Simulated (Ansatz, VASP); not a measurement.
# TaInS3: VASP beside Ansatz, part 2 of 2

Wanted: the spread between two codes on one cell, functional and k mesh. The cell is generated by rule, not measured, and may not be a known phase. The cell is taken from a series of runs on this material, whose earlier steps may have relaxed, scaled, displaced or heated it; both programs get it as it stands.

VASP 6.6.1 and Ansatz 0.2.0.

So far: Starting point; VASP: relaxation of cell and atoms, PBE, pair 1; Ansatz: relaxation of cell and atoms, PBE, pair 1.

## 4. Side by side

Known differences besides the potentials themselves: the data sets hold 44 valence electrons in Ansatz (on its PAW soft_1 files) and 42 in VASP; the cutoff is 420 eV in Ansatz and 500 eV in VASP; Ansatz adds a Pulay correction to the stress that steers its cell, VASP none. Total energies have different zeros and are not compared.

The two programs side by side:

| quantity | Ansatz | VASP | difference |
| --- | --- | --- | --- |
| volume (Å³) | 114.55 | 114.58 | -0.03 % |
| edge a after relaxation, in the typed setting (Å) | 4.856 | 4.857 | -0.01 % |

## 5. VASP: relaxation of cell and atoms, PBE, pair 2

The relaxed volume is the usual yardstick between codes: in a stiff, nearly cubic crystal its relative difference is about their pressure difference at one cell divided by the bulk modulus. This pair takes another cell of the material, with 10 atoms against 5 for the pair before.

Input file INCAR:

```
SYSTEM = TaInS3
PREC = Accurate
ENCUT = 500
EDIFF = 1E-07
NELM = 120
ISMEAR = 1
SIGMA = 0.2
LREAL = .FALSE.
ALGO = Normal
GGA = PE
NBANDS = 52
LASPH = .TRUE.
LORBIT = 11
LWAVE = .FALSE.
LCHARG = .FALSE.
ISIF = 3
IBRION = 2
NSW = 80
EDIFFG = -0.005
GGA_COMPAT = .FALSE.
NELMIN = 4
KPAR = 2
```

Input file POSCAR:

```
TaInS3
1.0
   -3.3208440000      3.3208440000      4.9305780000
    3.3208440000     -3.3208440000      4.9305780000
    3.3208440000      3.3208440000     -4.9305780000
In Ta S
2 2 6
Direct
    0.7500000000      0.2500000000      0.5000000000
    0.2500000000      0.7500000000      0.5000000000
    0.0000000000      0.0000000000      0.0000000000
    0.5000000000      0.5000000000      0.0000000000
    0.6804023315      0.1804023315      0.8608046630
    0.3195976685      0.8195976685      0.1391953371
    0.2500000000      0.2500000000      0.0000000000
    0.7500000000      0.7500000000      0.0000000000
    0.1804023315      0.3195976685      0.5000000000
    0.8195976685      0.6804023315      0.5000000000
```

Input file KPOINTS:

```
Automatic mesh
0
Gamma
8 8 8
0 0 0
```

PAW data sets: In_d, Ta_pv and S (PBE family, release 64).

Run with:

```sh
$ mpirun -np 2 vasp_std
```

Numbers of over 12 decimals in the logs are rounded to 6 here.

Output:

```text
[banner, memory and clock lines left out]
running    2 mpi-ranks, on    1 nodes
[...]
LDA part: xc-table for (Slater+PW92), standard interpolation
 POSCAR, INCAR and KPOINTS ok, starting setup
[...]
entering main loop
       N       E                     dE             d eps       ncg     rms          rms(c)
DAV:   1     0.857721795179E+03    0.85772E+03   -0.37982E+04  6136   0.165E+03
DAV:   2     0.669674713660E+02   -0.79075E+03   -0.76189E+03  6480   0.445E+02
DAV:   3    -0.565199051180E+02   -0.12349E+03   -0.11794E+03  7720   0.169E+02
DAV:   4    -0.649496369490E+02   -0.84297E+01   -0.83071E+01  7728   0.434E+01
[...]
DAV:  15    -0.596183995469E+02    0.52106E-06   -0.18311E-06  7680   0.680E-03    0.479E-03
DAV:  16    -0.596183994027E+02    0.14417E-06   -0.44336E-07  6564   0.307E-03    0.215E-03
DAV:  17    -0.596183993314E+02    0.71355E-07   -0.11410E-07  3948   0.189E-03
   1 F= -.59618399E+02 E0= -.59618017E+02  d E =-.596184E+02
[... from here on, the cycles between the ionic steps are left out ...]
   2 F= -.59618412E+02 E0= -.59618024E+02  d E =-.125560E-04
   3 F= -.59618416E+02 E0= -.59618023E+02  d E =-.171285E-04
   4 F= -.59618423E+02 E0= -.59618031E+02  d E =-.607509E-05
   5 F= -.59618437E+02 E0= -.59618049E+02  d E =-.209041E-04
   6 F= -.59618452E+02 E0= -.59618071E+02  d E =-.350691E-04
[...]
reached required accuracy - stopping structural energy minimisation
```

From OUTCAR (step 5):

```text
  Total        0.0175491      0.0175491     -0.0299218      0.0000000      0.0000000      0.0000000
  in kB        0.1293423      0.1293423     -0.2205331      0.0000000      0.0000000      0.0000000
  external PRESSURE =       0.0127172 kB  Pullay stress =       0.0000000 kB

 POSITION                                       TOTAL-FORCE (eV/Angst)
 -----------------------------------------------------------------------------------
     -0.00000      3.31912      2.46654         0.000000      0.000000      0.000000
      3.31912     -0.00000      2.46654        -0.000000      0.000000      0.000000
      0.00000      0.00000     -0.00000         0.000000      0.000000      0.000000
      0.00000      0.00000      4.93308        -0.000000      0.000000      0.000000
      1.19565      4.51477     -0.00000        -0.002518     -0.002518     -0.000000
      2.12348     -1.19565      4.93308         0.002518      0.002518      0.000000
      0.00000      0.00000      2.46654         0.000000      0.000000      0.000000
      0.00000      0.00000      7.39962         0.000000      0.000000      0.000000
      2.12348      1.19565     -0.00000         0.002518     -0.002518      0.000000
      1.19565      2.12348      4.93308        -0.002518      0.002518     -0.000000
 -----------------------------------------------------------------------------------
    total drift:                               -0.000000     -0.000000      0.000000

  FREE ENERGIE OF THE ION-ELECTRON SYSTEM (eV)
  ---------------------------------------------------
  free  energy   TOTEN  =       -59.6184515290 eV

  energy  without entropy=      -59.6173105404  energy(sigma->0) =      -59.61807120

[... 1 part as in an earlier step ...]

[... 3 further parts left out ...]
[key lines of the parts left out:]
E-fermi :   5.1460
```

The run keeps the 16 symmetry operations of its start, so it cannot find a distortion of lower symmetry.

## 6. Ansatz: relaxation of cell and atoms, PBE, pair 2

The same cell, functional, mesh and smearing now go to Ansatz, which takes its cutoff from its data sets.

The cell is taken from a series of runs on this material, whose earlier steps may have relaxed, scaled, displaced or heated it; both programs get it as it stands.

Input file input.yaml:

```yaml
crystal:
  lattice:
    - [-3.3208438393, 3.3208438393, 4.9305780863]
    - [3.3208438393, -3.3208438393, 4.9305780863]
    - [3.3208438393, 3.3208438393, -4.9305780863]
  atoms:
    - { symbol: In, position: [0.75, 0.25, 0.5] }
    - { symbol: In, position: [0.25, 0.75, 0.5] }
    - { symbol: Ta, position: [0.0, 0.0, 0.0] }
    - { symbol: Ta, position: [0.5, 0.5, 0.0] }
    - { symbol: S, position: [0.6804023289, 0.1804023289, 0.8608046578] }
    - { symbol: S, position: [0.3195976711, 0.8195976711, 0.1391953422] }
    - { symbol: S, position: [0.25, 0.25, 0.0] }
    - { symbol: S, position: [0.75, 0.75, 0.0] }
    - { symbol: S, position: [0.1804023289, 0.3195976711, 0.5] }
    - { symbol: S, position: [0.8195976711, 0.6804023289, 0.5] }
kpoints:
  mp_grid: { grid: [8, 8, 8] }
hamiltonian:
  xc: pbe
  pseudopotentials: { kind: paw, azcp: { folder: soft_1 } }
scf:
  occupations: { method: methfessel_paxton, width: 0.2 }
output:
  forces: true
  stress: true
  eigenvalues: true
relax:
  adjacent_minimum: "off"
  f_tol: 0.001
  max_steps: 60
  cell: { stress_tol: 0.01 }
```

Run with:

```sh
$ ansatz run input.yaml --threads 4 --pin off --max-ram 16384MiB --backend cpu --events-out ev --progress --plain --runs-dir out
```

Output:

```text
[...]
Crystal: 10 atoms, lattice volume = 217.498 Å³
Basis set: ecut = 420 eV, 4249 PW (Γ), exchange–correlation on 96×96×96 points (8 copies of the dense FFT grid, shifted against one another)
Bands: 54, of which v1, the nominal top of the filled ones, is band 44 counted from 1 (43 counted from 0)
Symmetry: 16 space group operations
[...]
k-points: 59 of 512
[...]
- { symbol: In, position: [0.25, 0.75, 0.500000] }
    - { symbol: Ta, position: [0.0, 0.0, 0.0] }
    - { symbol: Ta, position: [0.5, 0.5, 0.0] }
    - { symbol: S, position: [0.680402, 0.180402, 0.860805] }
    - { symbol: S, position: [0.3195976711, 0.819598, 0.139195] }
    - { symbol: S, position: [0.25, 0.25, 0.0] }
    - { symbol: S, position: [0.750000, 0.750000, 0.0] }
    - { symbol: S, position: [0.180402, 0.319598, 0.500000] }
    - { symbol: S, position: [0.819598, 0.680402, 0.500000] }
[key lines of the parts left out:]
SCF converged after 8 iterations
Free energy (F): -36480.926581 eV
Fermi energy:    8.659451 eV
P = ⅓ Tr σ = -0.0012 GPa (-0.012 kbar)
```

## 7. Side by side

What differs besides the data sets and the points named for the pairs above, as far as they apply: the data sets hold 88 valence electrons in Ansatz (on its PAW soft_1 files) and 84 in VASP. Total energies have different zeros and are not compared.

Compared:

| quantity | Ansatz | VASP | difference |
| --- | --- | --- | --- |
| volume (Å³) | 217.50 | 217.38 | +0.05 % |
| edge a after relaxation, in the typed setting (Å) | 6.809 | 6.809 | +0.00 % |

## 8. VASP: relaxation of cell and atoms, PBE, pair 3

The relaxed volume is the usual yardstick between codes: in a stiff, nearly cubic crystal its relative difference is about their pressure difference at one cell divided by the bulk modulus. Its start cell is another than that of the pair before, and may be another structure of the material.

INCAR is that of step 5.

Input file POSCAR:

```
TaInS3
1.0
    4.8575960000      4.8575960000      0.0000000000
    4.8575960000      0.0000000000      4.8575960000
    4.8575960000      0.0000000000     -4.8575960000
In Ta S
2 2 6
Direct
    0.0000000000      0.0000000000      0.0000000000
    0.0000000000      0.5000000000      0.5000000000
    0.5000000000      0.2500000000      0.7500000000
    0.5000000000      0.7500000000      0.2500000000
    0.5000000000      0.0000000000      0.0000000000
    0.5000000000      0.5000000000      0.5000000000
    0.9917654742      0.0041172629      0.5041172629
    0.0082345258      0.4958827371      0.9958827371
    0.5000000000      0.9958827371      0.4958827371
    0.5000000000      0.5041172629      0.0041172629
```

KPOINTS is that of step 5.

Run with:

```sh
$ mpirun -np 2 vasp_std
```

Output:

```text
[... set-up lines as in an earlier step ...]
 entering main loop
       N       E                     dE             d eps       ncg     rms          rms(c)
DAV:   1     0.851207696514E+03    0.85121E+03   -0.37850E+04  6144   0.163E+03
DAV:   2     0.680893310362E+02   -0.78312E+03   -0.75490E+03  6416   0.437E+02
DAV:   3    -0.562564027982E+02   -0.12435E+03   -0.11859E+03  7776   0.168E+02
DAV:   4    -0.649474104262E+02   -0.86910E+01   -0.85686E+01  7636   0.436E+01
[...]
DAV:  16    -0.591508782575E+02   -0.16978E-06   -0.14900E-06  7448   0.453E-03    0.328E-03
DAV:  17    -0.591508780688E+02    0.18864E-06   -0.27188E-07  5224   0.209E-03    0.145E-03
DAV:  18    -0.591508780284E+02    0.40445E-07   -0.39030E-08  3768   0.106E-03
   1 F= -.59150878E+02 E0= -.59153750E+02  d E =-.591509E+02
[...]
2 F= -.59150973E+02 E0= -.59153934E+02  d E =-.946093E-04
[...]
3 F= -.59150974E+02 E0= -.59153926E+02  d E =-.958976E-04
[...]
4 F= -.59151016E+02 E0= -.59154084E+02  d E =-.424450E-04
[...]
5 F= -.59151021E+02 E0= -.59154131E+02  d E =-.470985E-04
[...]
6 F= -.59151039E+02 E0= -.59154244E+02  d E =-.177261E-04
 trial-energy change:   -0.000018  1 .order   -0.000017   -0.000022   -0.000013
 step:   2.4200(harm=  2.4200)  dis= 0.00135  next Energy=   -59.151047 (dE=-0.256E-04)
 reached required accuracy - stopping structural energy minimisation
```

OUTCAR, selected parts (step 8):

```text
  Total       -0.0020971     -0.0020971      0.0223061     -0.0000000      0.0000000     -0.0000000
  in kB       -0.0146451     -0.0146451      0.1557711     -0.0000000      0.0000000     -0.0000000
  external PRESSURE =       0.0421603 kB  Pullay stress =       0.0000000 kB

 POSITION                                       TOTAL-FORCE (eV/Angst)
 -----------------------------------------------------------------------------------
      4.86095      4.86095     -0.00000        -0.000000      0.000000     -0.000000
      9.72189      4.86095      0.00000        -0.000000     -0.000000      0.000000
      7.29142      2.43047     -2.42743        -0.000000     -0.000000      0.000000
      7.29142      2.43047      2.42743        -0.000000     -0.000000      0.000000
      2.43047      2.43047     -0.00000        -0.000000      0.000000      0.000000
      7.29142      2.43047      0.00000        -0.000000     -0.000000      0.000000
      7.29142      4.81884     -2.42743        -0.000000     -0.004299      0.000000
      7.29142      0.04211     -2.42743         0.000000      0.004299      0.000000
      9.67978      2.43047      2.42743        -0.004299      0.000000      0.000000
      4.90305      2.43047      2.42743         0.004299     -0.000000      0.000000
 -----------------------------------------------------------------------------------
    total drift:                               -0.000000      0.000000      0.000000

  FREE ENERGIE OF THE ION-ELECTRON SYSTEM (eV)
  ---------------------------------------------------
  free  energy   TOTEN  =       -59.1510387506 eV

  energy  without entropy=      -59.1606550648  energy(sigma->0) =      -59.15424419

[... 2 parts as in an earlier step ...]

[... 2 further parts left out ...]
[key lines of the parts left out:]
E-fermi :   4.3267
```

## 9. Ansatz: relaxation of cell and atoms, PBE, pair 3

The same cell, functional, mesh and smearing now go to Ansatz, which takes its cutoff from its data sets.

The cell is taken from a series of runs on this material, whose earlier steps may have relaxed, scaled, displaced or heated it; both programs get it as it stands.

Input file input.yaml:

```yaml
crystal:
  lattice:
    - [4.8575955774, 4.8575955774, 0.0]
    - [4.8575955774, 0.0, 4.8575955774]
    - [4.8575955774, 0.0, -4.8575955774]
  atoms:
    - { symbol: In, position: [0.0, 0.0, 1.0] }
    - { symbol: In, position: [0.0, 0.5, 0.5] }
    - { symbol: Ta, position: [0.5, 0.25, 0.75] }
    - { symbol: Ta, position: [0.5, 0.75, 0.25] }
    - { symbol: S, position: [0.5, 0.0, 1.0] }
    - { symbol: S, position: [0.5, 0.5, 0.5] }
    - { symbol: S, position: [-0.0082345266, 0.0041172633, 0.5041172633] }
    - { symbol: S, position: [0.0082345266, 0.4958827367, -0.0041172633] }
    - { symbol: S, position: [0.5, -0.0041172633, 0.4958827367] }
    - { symbol: S, position: [0.5, 0.5041172633, 0.0041172633] }
kpoints:
  mp_grid: { grid: [8, 8, 8] }
hamiltonian:
  xc: pbe
  pseudopotentials: { kind: paw, azcp: { folder: soft_1 } }
scf:
  occupations: { method: methfessel_paxton, width: 0.2 }
output:
  forces: true
  stress: true
  eigenvalues: true
  write_density: true
  write_potential: true
  elf: true
  volumetric_format: npy
relax:
  adjacent_minimum: "off"
  f_tol: 0.002
  max_steps: 120
  cell: { stress_tol: 0.03 }
```

Run with:

```sh
$ ansatz run input.yaml --threads 4 --pin off --max-ram 16384MiB --backend cpu --events-out ev --progress --plain --runs-dir out
```

Output:

```text
[...]
Crystal: 10 atoms, lattice volume = 229.242 Å³
Basis set: ecut = 420 eV, 4477 PW (Γ), exchange–correlation on 96×96×96 points (8 copies of the dense FFT grid, shifted against one another)
Bands: 54, of which v1, the nominal top of the filled ones, is band 44 counted from 1 (43 counted from 0)
Symmetry: 16 space group operations
[...]
k-points: 59 of 512
[...]
- { symbol: Ta, position: [0.5, 0.250000, 0.750000] }
    - { symbol: Ta, position: [0.5, 0.750000, 0.250000] }
    - { symbol: S, position: [0.5, -1.1102230246251565e-16, 1.000000] }
    - { symbol: S, position: [0.5, 0.500000, 0.500000] }
    - { symbol: S, position: [-0.00916628, 0.00458314, 0.504583] }
    - { symbol: S, position: [0.00916628, 0.495417, -0.00458314] }
    - { symbol: S, position: [0.5, -0.00458314, 0.495417] }
    - { symbol: S, position: [0.5, 0.504583, 0.00458314] }
[key lines of the parts left out:]
SCF converged after 5 iterations
Free energy (F): -36480.466037 eV
Fermi energy:    7.660133 eV
P = ⅓ Tr σ = -0.0027 GPa (-0.027 kbar)
```

## 10. Differences

What differs besides the data sets and the points named for the pairs above, as far as they apply: the data sets hold 88 valence electrons in Ansatz (on its PAW soft_1 files) and 84 in VASP. Total energies have different zeros and are not compared.

Compared:

| quantity | Ansatz | VASP | difference |
| --- | --- | --- | --- |
| volume (Å³) | 229.53 | 229.43 | +0.04 % |
| edge a after relaxation, in the typed setting (Å) | 6.875 | 6.874 | +0.01 % |
| edge b after relaxation, in the typed setting (Å) | 6.871 | 6.870 | +0.01 % |

## 11. Summary of results

| Item | Value |
| --- | --- |
| difference in volume (relaxation of cell and atoms, PBE, pair 1) | -0.027 % |
| difference in volume (relaxation of cell and atoms, PBE, pair 2) | 0.053 % |
| difference in volume (relaxation of cell and atoms, PBE, pair 3) | 0.043 % |

The difference in volume is 0.053 % (relaxation of cell and atoms, PBE, pair 2), within the 1.2 % picked in this series as the mark of a large difference, as far as the stopping tolerances let one tell. The data sets hold unlike numbers of valence electrons (44 in Ansatz and 42 in VASP and 88 in Ansatz and 84 in VASP), so part of the differences comes from the potentials. 4 further runs of this series are not shown here. Such differences can come from data sets, numerical settings and the points named under the comparisons, not from the functional's error against experiment.

[Lines on the potential files, build, host, timing and source positions are cut from VASP's logs without a mark.]

[Logs are printed without paths, hosts, clocks, repeated set-up lines and the standing remarks that a program may print on its own settings, such as how far it seeks lower states.]

[Hosts, paths, dates, database ids (printed as entryN), source tags and the programs' standing remarks are cut or masked in the printed files.]
